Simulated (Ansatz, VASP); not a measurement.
## AgO2: VASP beside Ansatz

One calculation is typed for both programs; each brings its own data sets. How far apart do they land? The structure shown is the start of the Ansatz relaxation below; VASP solves that cell, so the two are compared at the walk's first step.

Calculated with Ansatz 0.2.0; plane waves, with VASP 6.6.1 beside it; single point at PBE.

## 1. Starting point

The cell holds 3 atoms: 1 Ag and 2 O. Its edges and angles: a = 3.010 Å, b = 3.010 Å, c = 28.864 Å, α = 90.0°, β = 90.0°, γ = 120.0°. Vacuum lies along c. The height across the vacuum is the one that the program set for its solve, not the one typed.

Structure file:

```cif
data_structure
_symmetry_space_group_name_H-M 'P 1'
_symmetry_Int_Tables_number 1
_cell_length_a 3.0100
_cell_length_b 3.0100
_cell_length_c 28.8635
_cell_angle_alpha 90.000
_cell_angle_beta 90.000
_cell_angle_gamma 120.000
_cell_volume 226.47
loop_
_atom_site_label
_atom_site_type_symbol
_atom_site_fract_x
_atom_site_fract_y
_atom_site_fract_z
_atom_site_occupancy
Ag1 Ag 0.00000 0.00000 0.32102 1
O2 O 0.33333 0.66667 0.36488 1
O3 O 0.66667 0.33333 0.27717 1
```

## 2. Ansatz: relaxation, PBE

Ansatz runs on its default PAW (the set named soft_2) files.

The two programs are compared at the cell with which this relaxation starts, whose forces are those of its first step.

Input file input.yaml:

```yaml
crystal:
  lattice:
    - [3.01, 0.0, 0.0]
    - [-1.505, 2.6067364654, 0.0]
    - [0.0, 0.0, 18.5317714483]
  atoms:
    - { symbol: Ag, position: [0.0, 0.0, 0.5] }
    - { symbol: O, position: [0.3333333333, 0.6666666667, 0.5683089432] }
    - { symbol: O, position: [0.6666666667, 0.3333333333, 0.4316910568] }
  periodic: [true, true, false]
kpoints:
  mp_grid: { grid: [9, 9, 1] }
hamiltonian:
  xc: pbe
scf:
  occupations: { method: fermi_dirac, width: 0.02 }
relax:
  f_tol: 0.01
  max_steps: 80
  cell: {}
```

Command:

```
> ansatz run input.yaml --threads 8 --pin off --max-ram 14745MiB --backend cpu --events-out ev --progress --plain --runs-dir out
```

Numbers of over 12 decimals in the logs are rounded to 6 here.

Output:

```text
Warning: crystal.periodic: the lattice vector that does not repeat stood 0.000° off the slab's normal, 18.532 Å along it as the deck builds it. The run solves the slab on a vector along the normal, 28.864 Å long, with every atom where it was (on the deck's vector they left 16.00 Å outside them, and the widest stretch free of ions among them is 1.27 Å). A fractional position that the run reports is one of the run's ce [...]
crystal.periodic: the lattice vector that does not repeat stood 0.000° off the slab's normal, 18.532 Å along it as the deck builds it. The run solves the slab on a vector along the normal, 28.864 Å long, with every atom where it was (on the deck's vector they left 16.00 Å outside them, and the widest stretch free of ions among them is 1.27 Å). A fractional position that the run reports is one of the run's cell, which [...]
Engine: ansatz 0.2.0, aarch64-unknown-linux-gnu
Pseudopotentials: kind: paw
Pseudopotential: Ag, paw, valence charge 19, recommended cutoff 420 eV (normal), Ag.paw.azcp
Pseudopotential: O, paw, valence charge 6, recommended cutoff 420 eV (normal), O.paw.azcp
Functional definition: PBE
  parameter kappa = 0.804
  parameter beta = 0.066725
  exchange = pbe_x(kappa = kappa, mu = beta*pi^2/3)
  correlation = pbe_c(beta = beta)
Crystal: 3 atoms, lattice volume = 226.471 Å³
Basis set: ecut = 420 eV, 4285 PW (Γ), exchange–correlation on 48×48×400 points (8 copies of the dense FFT grid, shifted against one another)
Bands: 20, of which v1, the nominal top of the filled ones, is band 16 counted from 1 (15 counted from 0)
Symmetry: 12 space group operations
Space group: P-3m1 (ITA 164), of the structure as read, at distance tolerance 6.1e-5 Å
k-points: 12 of 81
Non-local potential: Ag, projectors of the file, l = 0: 3, l = 1: 2, l = 2: 2, l = 3: 1
Non-local potential: O, projectors of the file, l = 0: 2, l = 1: 2, l = 2: 1
PAW form: soft (Blöchl's): semilocal exchange-correlation on the pseudo side does not see the compensation charge
PAW one-centre angular grid: Ag, 590 points (default); XC on 64 Gauss nodes
PAW one-centre angular grid: O, 110 points (default); XC on 64 Gauss nodes
Initial density: superposition of atomic densities (neutral atoms: chi_scale 0, normalization atom), corrected by the library's trained network
Initial wavefunctions: pseudopotential atomic-orbital guess
Functional: x = pbe(κ = 0.804, μ = 0.219515), c = pbe(β = 0.066725)
SCF iter   1: F=—  HF=-8718.681790 eV  |F-HF|=—  |Δ(HF+E_count)|=         —  Δρ=1.76e-3  dr2=5.77e-3  ethr=1.77e-3  ⟨swp⟩=13.0  Hψ=1981  notcnv=0
preconditioner: auto → LDOS  [metal: Δε(μ)=0.045 eV  Ē_g=12.203 eV  σ=0.020 eV  W_gap=0.44  n_scr=16 (ndim 8)  ℏωp=11.8 eV  f_vac=0.815  D(μ)=4.88/eV (n_scr^D=18)  β→1.0]
SCF iter   2: F=—  HF=-8718.682937 eV  |F-HF|=—  |Δ(HF+E_count)|=   1.15e-3  Δρ=6.57e-4  dr2=6.87e-4  ethr=1.86e-5  ⟨swp⟩=7.2  Hψ=816  notcnv=0
[...]
SCF iter   2: F=—  HF=-8719.251914 eV  |F-HF|=—  |Δ(HF+E_count)|=   2.61e-3  Δρ=1.24e-3  dr2=3.27e-3  ethr=3.81e-5  ⟨swp⟩=4.5  Hψ=450  notcnv=0
SCF iter   3: F=—  HF=-8719.252105 eV  |F-HF|=—  |Δ(HF+E_count)|=   1.91e-4  Δρ=8.67e-4  dr2=2.52e-3  ethr=1.06e-5  ⟨swp⟩=3.0  Hψ=399  notcnv=0
SCF iter   4: F=—  HF=-8719.251933 eV  |F-HF|=—  |Δ(HF+E_count)|=   1.72e-4  Δρ=5.28e-4  dr2=7.99e-4  ethr=8.14e-6  ⟨swp⟩=2.2  Hψ=296  notcnv=0
SCF iter   5: F=—  HF=-8719.252154 eV  |F-HF|=—  |Δ(HF+E_count)|=   2.21e-4  Δρ=9.37e-5  dr2=3.98e-5  ethr=2.58e-6  ⟨swp⟩=3.8  Hψ=463  notcnv=0
SCF iter   6: F=—  HF=-8719.252087 eV  |F-HF|=—  |Δ(HF+E_count)|=   6.67e-5  Δρ=1.01e-4  dr2=2.48e-5  ethr=1.28e-7  ⟨swp⟩=3.2  Hψ=545  notcnv=0
SCF iter   7: F=—  HF=-8719.252087 eV  |F-HF|=—  |Δ(HF+E_count)|=   2.69e-7  Δρ=5.00e-5  dr2=6.50e-6  ethr=8.00e-8  ⟨swp⟩=2.0  Hψ=347  notcnv=0
SCF iter   8: F=—  HF=-8719.252091 eV  |F-HF|=—  |Δ(HF+E_count)|=   3.63e-6  Δρ=1.05e-5  dr2=3.33e-7  ethr=2.10e-8  ⟨swp⟩=2.7  Hψ=430  notcnv=0
SCF iter   9: F=-8719.252091 eV  HF=-8719.252091 eV  |F-HF|=8.22e-9  |Δ(HF+E_count)|=   6.40e-7  Δρ=2.28e-6  dr2=1.58e-8  ethr=9.68e-10  ⟨swp⟩=6.0  Hψ=985  notcnv=0
SCF 7 converged in 9 iterations: F = -8719.252091 eV  dr2 = 1.58e-8
relax step   7: F+E_penalty+E_count = -8719.25209141 eV  Δ(F+E_penalty+E_count) = -4.749e-3 eV  max|allowed force component| = 1.193e-2 eV/Å  Δτ_max = 0.0263 Å  P = +0.225 N/m  Ω = 268.779 Å³  energy of the carried Pulay correction = -3.541e-3 eV  fix = [c, alpha, beta]  reactions: c +0.000 N/m  (9 SCF iters, dr2 threshold 3.00e-7 eV, accepted)
[...]
relax step   8: F+E_penalty+E_count = -8719.25096123 eV  Δ(F+E_penalty+E_count) = +1.130e-3 eV  max|allowed force component| = 2.986e-2 eV/Å  Δτ_max = 0.0157 Å  P = +0.062 N/m  Ω = 270.931 Å³  energy of the carried Pulay correction = -5.087e-3 eV  fix = [c, alpha, beta]  reactions: c +0.000 N/m  (7 SCF iters, dr2 threshold 8.07e-8 eV, accepted)
[...]
relax step   9: F+E_penalty+E_count = -8719.25144093 eV  Δ(F+E_penalty+E_count) = -4.797e-4 eV  max|allowed force component| = 1.167e-3 eV/Å  Δτ_max = 0.0058 Å  P = +0.017 N/m  Ω = 270.468 Å³  energy of the carried Pulay correction = -4.746e-3 eV  fix = [c, alpha, beta]  reactions: c +0.000 N/m  (5 SCF iters, dr2 threshold 5.57e-8 eV, accepted)
[...]
relax step  10: F+E_penalty+E_count = -8719.25635073 eV  Δ(F+E_penalty+E_count) = -4.910e-3 eV  max|allowed force component| = 1.462e-3 eV/Å  Δτ_max = 0.0000 Å  P = +0.041 N/m  Ω = 270.468 Å³  fix = [c, alpha, beta]  reactions: c +0.000 N/m  stress off target by 4.07e-2 N/m on what of the cell is left free  SCF on the basis re-selected at this cell (its energy is not comparable with the rows above)  (9 SCF iters)
basis re-selected at this cell: Δ(F+E_penalty+E_count) = -4.910e-3 eV, ΔP = +0.024 N/m vs the last step (what re-selecting the basis moved, of the pressure what is left beyond the Pulay correction that the steps carried, after the strain that the cell walked since its last selection, with what the two solves' SCF thresholds leave and, on support functions, any second-order correction that the steps lacked; it is no m [...]
SCF converged after 9 iterations
Free energy (F): -8719.256351 eV
Harris-Foulkes:  -8719.256351 eV  (|F-HF|=7.82e-11)
Internal energy: -8719.248477 eV  (E = F + TS)
E sigma→0 (E₀):  -8719.252414 eV
Entropy (-TS):   -0.007874 eV (-2.625 meV/atom)
Fermi energy:    -7.046331 eV
--- Per-component energies (eV) ---
  E_band       = -884.187661
  E_kinetic    = 864.462373
  E_local      = -62479.830613  (includes V_loc(G=0)·N_el)
  E_nonlocal   = 175.163629
  E_hartree    = 30723.547214
  E_xc         = -329.044300
  E_vxc        = -418.651544  (∫ρ·V_xc dr)
  E_paw        = -4211.476292  (= ΣΔE_a)
  E_vpaw       = -472.430789  (= ΣTr[D̂ρ^β])
  E_aug_tail   = 0.004962  (compensation charges beyond the density's cutoff)
  E_ewald      = 26537.924550
  E_smearing   = -0.007874  (= −TS)
  E_closure    = 0.000000  (closes the sum)
  Σ components = -8719.256351   (vs F -8719.256351, Δ=0.00e0)
--- Forces (eV/Å), atoms counted from 1 ---
  atom   1  Ag     0.00000000    -0.00000000     0.00000000
  atom   2  O      0.00000000     0.00000000     0.00146211
  atom   3  O     -0.00000000    -0.00000000    -0.00146211
  max |Σ_I F_I| component: 9.25e-18 eV/Å
--- 2D stress c σ (N/m, compression-positive) ---
        0.040731      -0.000000      -0.000000
        0.000000       0.040731      -0.000000
       -0.000000      -0.000000       0.000000
  P = ½ c Tr σ = 0.0407 N/m
--- Relaxed structure (8 steps of the walk, 8 accepted, 2 SCFs on fresh bases) ---
  F+E_penalty+E_count = -8719.25635073 eV   max|allowed force component| = 1.462e-3 eV/Å   (the final SCF, on the basis selected at the relaxed cell)
  cell:  # Å, volume = 270.4676 Å³
    - [3.289406, 0.0, 0]
    - [-1.644703, 2.848709, 0]
    - [0, 0, 28.863543]
  atoms:
    - { symbol: Ag, position: [0, 0, 0.321024] }
    - { symbol: O, position: [0.333333, 0.666667, 0.352138] }
    - { symbol: O, position: [0.666667, 0.333333, 0.289910] }
```

Reading the cycles: dr2 is the Hartree energy of the density residual (eV), the measure of convergence; HF is the Harris–Foulkes estimate of the energy, which meets the free energy F at convergence.

## 3. VASP: single point, PBE, start cell

The same cell, functional, mesh and smearing now go to VASP, with its own data sets.

Lines of VASP's logs that name or quote its potential files are left out, and so is its time.

Input file INCAR:

```
SYSTEM = AgO2
PREC = Accurate
ENCUT = 520
EDIFF = 1E-06
NELM = 120
ISMEAR = -1
SIGMA = 0.02
LREAL = .FALSE.
ALGO = Normal
GGA = PE
NBANDS = 17
LASPH = .TRUE.
LORBIT = 11
LWAVE = .FALSE.
LCHARG = .FALSE.
ISIF = 2
LDIPOL = .TRUE.
IDIPOL = 3
DIPOL = 0.5 0.5 0.321
LVHAR = .TRUE.
GGA_COMPAT = .FALSE.
NELMDL = -8
```

Input file POSCAR:

```
AgO2
1.0
    3.0100000000      0.0000000000      0.0000000000
   -1.5050000000      2.6067360000      0.0000000000
    0.0000000000      0.0000000000     28.8635430000
Ag O
1 2
Direct
    0.0000000000      0.0000000000      0.3210238604
    0.3333333333      0.6666666667      0.3648814354
    0.6666666667      0.3333333333      0.2771662509
```

Input file KPOINTS:

```
Automatic mesh
0
Gamma
9 9 1
0 0 0
```

PAW data sets: Ag and O (PBE family, release 64).

Command:

```
> mpirun -np 1 vasp_std
```

Output:

```text
[banner, memory and clock lines left out]
running    1 mpi-ranks, on    1 nodes
 distrk:  each k-point on    1 cores,    1 groups
 distr:  one band on    1 cores,    1 groups

 POSCAR found type information on POSCAR AgO
 POSCAR found :  2 types and       3 ions
 LDA part: xc-table for (Slater+PW92), standard interpolation
 POSCAR, INCAR and KPOINTS ok, starting setup
 FFT: planning ... GRIDC
 FFT: planning ... GRID_SOFT
 FFT: planning ... GRID
 WAVECAR not read
 entering main loop
       N       E                     dE             d eps       ncg     rms          rms(c)
DAV:   1     0.198591158204E+03    0.19859E+03   -0.84818E+03   408   0.984E+02
DAV:   2     0.795212096878E+01   -0.19064E+03   -0.18091E+03   585   0.225E+02
DAV:   3    -0.158482647695E+02   -0.23800E+02   -0.23184E+02   454   0.986E+01
DAV:   4    -0.163204813351E+02   -0.47222E+00   -0.47016E+00   545   0.159E+01
DAV:   5    -0.163253554399E+02   -0.48741E-02   -0.45688E-02   502   0.140E+00
DAV:   6    -0.163254771783E+02   -0.12174E-03   -0.12059E-03   542   0.188E-01
DAV:   7    -0.163254817939E+02   -0.46156E-05   -0.46124E-05   497   0.256E-02
DAV:   8    -0.163254820676E+02   -0.27373E-06   -0.27302E-06   442   0.471E-03    0.203E+01
DAV:   9    -0.144856296256E+02    0.18399E+01   -0.36278E+01   584   0.844E+01    0.267E+01
DAV:  10    -0.119695795206E+02    0.25161E+01   -0.56741E+00   459   0.239E+01    0.151E+01
DAV:  11    -0.109865097854E+02    0.98307E+00   -0.56631E+00   444   0.256E+01    0.415E+00
DAV:  12    -0.109447752891E+02    0.41734E-01   -0.47714E-01   539   0.660E+00    0.262E+00
DAV:  13    -0.109281020842E+02    0.16673E-01   -0.45419E-02   506   0.171E+00    0.142E+00
DAV:  14    -0.109075350451E+02    0.20567E-01   -0.46416E-02   539   0.272E+00    0.504E-01
[...]
DAV:  19    -0.109087250944E+02   -0.46230E-04   -0.28204E-05   551   0.304E-02    0.941E-03
DAV:  20    -0.109087411043E+02   -0.16010E-04   -0.58327E-06   515   0.242E-02    0.351E-03
DAV:  21    -0.109087451218E+02   -0.40175E-05   -0.11858E-06   404   0.770E-03    0.228E-03
DAV:  22    -0.109087494118E+02   -0.42900E-05   -0.10113E-06   368   0.848E-03    0.201E-03
DAV:  23    -0.109087506579E+02   -0.12461E-05   -0.40863E-07   395   0.414E-03    0.389E-04
DAV:  24    -0.109087523132E+02   -0.16553E-05   -0.10613E-07   347   0.234E-03    0.805E-04
DAV:  25    -0.109087534165E+02   -0.11033E-05   -0.52944E-08   344   0.201E-03    0.286E-04
DAV:  26    -0.109087542852E+02   -0.86867E-06   -0.14733E-08   351   0.686E-04
   1 F= -.10908754E+02 E0= -.10905646E+02  d E =-.621676E-02
```

Parts of OUTCAR (step 3):

```text
ion  position               nearest neighbor table
   1  0.000  0.000  0.321-   2 2.15   2 2.15   2 2.15   3 2.15   3 2.15   3 2.15
   2  0.333  0.667  0.365-   1 2.15   1 2.15   1 2.15
   3  0.667  0.333  0.277-   1 2.15   1 2.15   1 2.15

  LATTYP: Found a hexagonal cell.
 ALAT       =     3.0100000000
 C/A-ratio  =     9.5892169435

 Subroutine GETGRP returns: Found 12 space group operations
 (whereof  6 operations were pure point group operations)

The static configuration has the point symmetry C_3v.
 The point group associated with its full space group is D_3d.

 Found     12 irreducible k-points:

   k-points           NKPTS =     12   k-points in BZ     NKDIM =     12   number of bands    NBANDS=     17

   dimension x,y,z NGX =    24 NGY =   24 NGZ =  216
   dimension x,y,z NGXF=    48 NGYF=   48 NGZF=  432

   ENCUT  =  520.0 eV  38.22 Ry    6.18 a.u.   5.60  5.60 53.67*2*pi/ulx,y,z

   NELECT =      23.0000    total number of electrons

 k-points in reciprocal lattice and weights: Automatic mesh
   0.00000000  0.00000000  0.00000000       0.012
   0.11111111  0.00000000  0.00000000       0.074
   0.22222222  0.00000000  0.00000000       0.074
   0.33333333  0.00000000  0.00000000       0.074
   0.44444444  0.00000000  0.00000000       0.074
   0.11111111  0.11111111  0.00000000       0.074
   0.22222222  0.11111111  0.00000000       0.148
   0.33333333  0.11111111  0.00000000       0.148
   0.44444444  0.11111111  0.00000000       0.074
   0.22222222  0.22222222  0.00000000       0.074
   0.33333333  0.22222222  0.00000000       0.148
   0.33333333  0.33333333  0.00000000       0.025

 dipolmoment           0.000000      0.000000      0.000001 electrons x Angstroem

 average (electrostatic) potential at core
       1 -85.9335       2 -81.4072       3 -81.4073

 E-fermi :  -5.9367

 k-point     1 :       0.0000    0.0000    0.0000
  band No.  band energies     occupation
    ...
      7     -10.4204      2.00000
      8      -8.2879      2.00000
      9      -7.9773      2.00000
     10      -7.3806      2.00000
     11      -7.3806      2.00000
     12      -5.4511      0.00000
     13      -5.4511      0.00000
     14      -1.4669      0.00000
     15       1.2763      0.00000
     16       1.7113      0.00000
    ...

 k-point     2 :       0.1111    0.0000    0.0000
  band No.  band energies     occupation
    ...
      7     -10.4946      2.00000
      8      -8.5606      2.00000
      9      -7.8369      2.00000
     10      -7.4094      2.00000
     11      -7.3453      2.00000
     12      -5.7754      0.00063
     13      -5.5021      0.00000
     14      -0.9992      0.00000
     15       1.5985      0.00000
     16       1.9676      0.00000
    ...

 k-point     3 :       0.2222    0.0000    0.0000
  band No.  band energies     occupation
    ...
      8      -8.9992      2.00000
      9      -7.7739      2.00000
     10      -7.5246      2.00000
     11      -7.3785      2.00000
     12      -6.2057      2.00000
     13      -5.5738      0.00000
     14       0.0627      0.00000
     15       2.4329      0.00000
     16       2.7166      0.00000
     17       3.0286      0.00000

  Total        1.1333333      1.1333329     -3.2828438      0.0000000      0.0000000      0.0000000
  in kB        8.0177968      8.0177939    -23.2245665      0.0000000      0.0000000      0.0000000
  external PRESSURE =      -2.3963252 kB  Pullay stress =       0.0000000 kB

  energy-cutoff  :      520.00
  volume of cell :      226.47
      direct lattice vectors                 reciprocal lattice vectors
     3.010000000  0.000000000  0.000000000     0.332225914  0.191810755  0.000000000
    -1.505000000  2.606736000  0.000000000     0.000000000  0.383621510  0.000000000
     0.000000000  0.000000000 28.863543000     0.000000000  0.000000000  0.034645781

 POSITION                                       TOTAL-FORCE (eV/Angst)
 -----------------------------------------------------------------------------------
      0.00000      0.00000      9.26589         0.000000      0.000000      0.000000
     -0.00000      1.73782     10.53177        -0.000000      0.000000     -1.276856
      1.50500      0.86891      8.00000         0.000000     -0.000000      1.276856
 -----------------------------------------------------------------------------------
    total drift:                                0.000000      0.000000      0.001592

  FREE ENERGIE OF THE ION-ELECTRON SYSTEM (eV)
  ---------------------------------------------------
  free  energy   TOTEN  =       -10.9087542852 eV

  energy  without entropy=      -10.9025375286  energy(sigma->0) =      -10.90564591

 vacuum level on the upper side and lower side of the slab         1.859         1.859

 total charge
# of ion       s       p       d       tot
------------------------------------------
    1        0.393   0.469   8.888   9.750
    2        1.607   3.179   0.000   4.786
    3        1.607   3.179   0.000   4.786
--------------------------------------------------
tot          3.608   6.827   8.888  19.323

[... 3 further parts left out ...]
```

This run has no spin polarisation. Its electron count is odd, so without a moment it is a metal by construction.

## 4. Side by side

Known differences besides the potentials themselves: Ansatz cuts the interaction across the vacuum, VASP repeats the sheet with a dipole correction; the data sets hold 31 valence electrons in Ansatz (on its default PAW (the set named soft_2) files) and 23 in VASP; the cutoff is 420 eV in Ansatz and 520 eV in VASP. Total energies have different zeros and are not compared.

Forces (eV/Å; atoms numbered as in POSCAR):

| atom | Ansatz x, y, z | VASP x, y, z |
| --- | --- | --- |
| Ag1 | 0.000, 0.000, 0.000 | 0.000, 0.000, 0.000 |
| O2 | 0.000, 0.000, -1.301 | 0.000, 0.000, -1.277 |
| O3 | 0.000, 0.000, 1.301 | 0.000, 0.000, 1.277 |

The forces differ by 12 meV/Å r.m.s., which is 1.9 % of the r.m.s. force of 0.602 eV/Å (both taken over all components). With vacuum in the cell, a pressure given here is an average over mostly empty space and none of the material.

## 5. Results

| Item | Value |
| --- | --- |
| r.m.s. force difference (single point, PBE, start cell) | 1.9 % of the r.m.s. force |

The r.m.s. force difference is 1.9 % of the r.m.s. force (single point, PBE, start cell), within the 3 % picked in this series as the mark of a large difference. The data sets hold unlike numbers of valence electrons (31 in Ansatz and 23 in VASP), so part of the differences comes from the potentials. 1 further run of this series is not shown here. Such differences can come from data sets, numerical settings and the points named under the comparisons, not from the functional's error against experiment.

[Lines on the potential files, build, host, timing and source positions are cut from VASP's logs without a mark.]

[Logs are printed without paths, hosts, clocks, repeated set-up lines and the standing remarks that a program may print on its own settings, such as how far it seeks lower states.]

[Hosts, paths, dates, database ids (printed as entryN), source tags and the programs' standing remarks are cut or masked in the printed files.]
